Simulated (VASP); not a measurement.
These are PBE GGA with D3 dispersion (Becke-Johnson damping), VASP's PBE PAW potentials (set 64) (plane waves; VASP) values and carry that method's errors.

Input for VASP

**INCAR**
```
SYSTEM=HgTe
PREC=Accurate; ENCUT=520; LREAL=.FALSE.
LASPH=.TRUE.
EDIFF=1E-6; NELM=100; ALGO=Normal
LMAXMIX=6
ISMEAR=1; SIGMA=0.1
GGA=PE; IVDW=12
IBRION=2; NSW=60; ISIF=3
EDIFFG=-0.01
LWAVE=.FALSE.; LCHARG=.FALSE.
```

File POSCAR:
```
HgTe
1
    0.0000000000     3.2751788678     3.2751788678
    3.2751788678     0.0000000000     3.2751788678
    3.2751788678     3.2751788678     0.0000000000
Hg Te
1 1
Direct
  0.0000000000   0.0000000000   0.0000000000
  0.2500000000   0.2500000000   0.2500000000
```

KPOINTS:
```
Automatic mesh
0
Gamma
9 9 9
0 0 0
```

POTCAR, in this order: Hg Te (PBE.64 set). Program: vasp_std.

Unless said otherwise, spin-orbit coupling is left out, though it shifts the bands of the heavy elements here.

Q: Predict the energy per atom (σ→0), dispersion energy, band gap (on the k-mesh).

A: 
```yaml
energy per atom (σ→0): -2.160 eV/atom
dispersion_energy: -0.688 eV
band gap (on the k-mesh): none (metal, semimetal or under 0.01 eV)
```

**OSZICAR**
```
...
DAV:   7    -0.363249595464E+01    0.61459E-02   -0.10681E-01  1015   0.255E+00    0.217E+00
DAV:   8    -0.363180952365E+01    0.68643E-03   -0.10837E-02   945   0.140E+00    0.580E-01
DAV:   9    -0.363184670481E+01   -0.37181E-04   -0.83315E-04  1085   0.362E-01    0.130E-01
DAV:  10    -0.363187729028E+01   -0.30585E-04   -0.95131E-05  1013   0.977E-02    0.529E-02
DAV:  11    -0.363189290104E+01   -0.15611E-04   -0.39046E-05   965   0.543E-02    0.347E-02
DAV:  12    -0.363189110966E+01    0.17914E-05   -0.49050E-06  1075   0.211E-02    0.184E-02
DAV:  13    -0.363189104379E+01    0.65869E-07   -0.42183E-07   575   0.428E-03
   1 F= -.43195053E+01 E0= -.43196028E+01  d E =-.431951E+01
```

The compound is HgTe in the zinc blende structure. It was relaxed first. The start is the result of an earlier pass.
